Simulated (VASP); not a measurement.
Consider the following.

```yaml
crystal:
  lattice:
    - [-1.57500, 1.57500, 1.57500]
    - [1.57500, -1.57500, 1.57500]
    - [1.57500, 1.57500, -1.57500]
  atoms:
    - { symbol: Mo, position: [0.00000, 0.00000, 0.00000] }
```

Level of theory: PBE GGA, VASP's PBE PAW potentials (set 64) (plane waves; VASP 6.6.1). Numerical set-up: 400 eV cut-off, 12×12×12 Γ-centred mesh, first-order Methfessel-Paxton smearing of 0.10 eV, potentials Mo_sv.

Task: Give the stress tensor in GPa (positive for a compressed cell).

Result: 
```
2.11  0.00  0.00
0.00  2.11  0.00
0.00  0.00  2.11
```
The pressure is its mean diagonal, 2.11 GPa.

The compound is Mo in the bcc structure. The cell was not relaxed at this level.
